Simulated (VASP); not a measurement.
VASP runs on Hf (hcp) share one base input (PBE GGA, plane waves, VASP's PBE PAW potentials (set 64)) and change the settings named in each case.

**INCAR**
```
ALGO=Normal
EDIFF=1E-6
ENCUT=400
GGA=PE
ISIF=2
ISMEAR=1
LASPH=T
LCHARG=F
LMAXMIX=6
LREAL=F
LWAVE=F
NELM=100
PREC=Accurate
SIGMA=0.1
SYSTEM=Hf
```

File POSCAR:
```
Hf
1
    1.6269000000    -2.8178730000     0.0000000000
    1.6269000000     2.8178730000     0.0000000000
    0.0000000000     0.0000000000     5.1510000000
Hf
2
Direct
  0.3333330000   0.6666670000   0.2500000000
  0.6666670000   0.3333330000   0.7500000000
```

File KPOINTS:
```
Automatic mesh
0
Gamma
12 12 7
0 0 0
```

POTCAR, in this order: Hf_pv (PBE.64 set). Program: vasp_std.

| change | E(σ→0) (eV/atom) | −TS (eV) | electronic steps |
|---|---|---|---|
| base run | -9.9055 | 0.0003 | 12 |
| NBANDS = 11 | -9.9001 | 0.0005 | 19 |
| NBANDS = 12 | -9.9055 | 0.0003 | 12 |
| NBANDS = 18 | -9.9055 | 0.0003 | 12 |
| NBANDS = 28 | -9.9055 | 0.0003 | 11 |
 Unless said otherwise, spin-orbit coupling is left out, though it shifts the bands of the heavy elements here.

Left out are runs that ran out of time, are held back, or changed the cell or the kind of run, fixed moments of cells without a moment, rows past the twelfth, gaps on odd meshes, pressures of charged cells and columns that move by less than the noise.

The compound is Hf in the hcp structure. The cell was not relaxed at this level.
